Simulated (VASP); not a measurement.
**HfSi (relaxed from the rock salt structure, space group Fm-3m): computed properties**

The numbers are results of PBEsol GGA, VASP's PBE PAW potentials (set 64) (plane waves; VASP), not measurements.

```json
{
  "space_group": "Fm-3m (225)",
  "cell": "a = b = c = 5.2964 Å, α = β = γ = 90.00°",
  "volume_per_atom": "18.57 Å^3/atom",
  "band gap (over mesh and band path)": "none (metal, semimetal or under 0.01 eV)",
  "density": "9.24 g/cm³"
}
```

HfSi is modelled in the cubic space group Fm-3m (No. 225), the rock salt structure, Pearson symbol cF8. Conventional cell: a = b = c = 5.2964 Å, α = β = γ = 90.00°. Hf on 4a sees 6 Si at 2.648 Å (octahedral). Si on 4b sees 6 Hf at 2.648 Å (octahedral). (Neighbours: up to the widest gap in distance over summed covalent radii, below 1.35, at either atom; cation-cation and far metal-metal contacts left out.)
(The calculation used a cell of 2 atoms; values per cell refer to that cell.)

Unless said otherwise, spin-orbit coupling is left out, though it shifts the bands of the heavy elements here.

The structure was generated: HfSi was put into the rock salt type (Fm-3m), which need not be its known phase. It was relaxed first, which changed the volume by -37 %. Symmetry was kept, so distortions that lower it aren't found.
